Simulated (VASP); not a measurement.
A convergence study with VASP on KI (rock salt): one setting is varied, all else stays as given below, so the limit is that of these other settings.

```yaml
crystal:
  lattice:
    - [0.00000, 3.53500, 3.53500]
    - [3.53500, 0.00000, 3.53500]
    - [3.53500, 3.53500, 0.00000]
  atoms:
    - { symbol: K, position: [0.00000, 0.00000, 0.00000] }
    - { symbol: I, position: [0.50000, 0.50000, 0.50000] }
```

Level of theory: PBE GGA, VASP's PBE PAW potentials (set 64) (plane waves; VASP 6.6.1). The tightest run used: 550 eV cut-off, 11×11×11 Monkhorst-Pack mesh, Gaussian smearing of 0.050 eV, potentials K_sv I.

```tsv
setting	E (eV/atom)	pressure (GPa)	irreducible k-points
1×1×1 mesh	-1.0303	11.61	1
2×2×2 mesh	-2.7816	0.55	2
3×3×3 mesh	-2.7738	0.65	4
```

These are the cheaper rows. Estimate the results at 11×11×11 mesh, and how far the last row shown lies from them.

| quantity | tightest run | last row shown is off by |
|---|---|---|
| E (eV/atom) | -2.7785 | 0.0048 |
| pressure (GPa) | 0.59 | 0.06 |

Left out are rungs that failed or repeat a setting and relaxations that didn't move; long series are thinned to 24 rows.

The compound is KI in the rock salt structure. The cell was not relaxed at this level.
